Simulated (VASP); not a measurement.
Data:

```yaml
crystal:
  lattice:
    - [5.14429, 0.00000, 0.00000]
    - [0.00000, 5.14429, 0.00000]
    - [0.00000, 0.00000, 5.14429]
  atoms:
    - { symbol: Sr, position: [0.00000, 0.50000, 0.50000] }
    - { symbol: Sr, position: [0.50000, 0.00000, 0.50000] }
    - { symbol: Sr, position: [0.50000, 0.50000, 0.00000] }
    - { symbol: Sb, position: [0.00000, 0.00000, 0.00000] }
    - { symbol: N, position: [0.50000, 0.50000, 0.50000] }
```

The numbers are results of PBEsol GGA, VASP's PBE PAW potentials (set 64) (plane waves; VASP), not measurements. Run with 520 eV cut-off, 10×10×10 Γ-centred mesh, Gaussian smearing of 0.010 eV, potentials Sr_sv Sb N.

Unless said otherwise, spin-orbit coupling is left out, though it shifts the bands of the heavy elements here.

Q: Estimate the energy per atom (σ→0), band gap (on the k-mesh) with the smallest direct gap where there is one.

A: 
| Quantity | Value |
|---|---|
| band gap (on the k-mesh) | 0.15 eV |
| smallest direct gap (on the k-mesh) | 0.15 eV |
| energy per atom (σ→0) | -4720 meV/atom |

The structure comes from a computed database's Sr3SbN entry (Pm-3m); how it stands against other phases isn't given here. It was relaxed first.
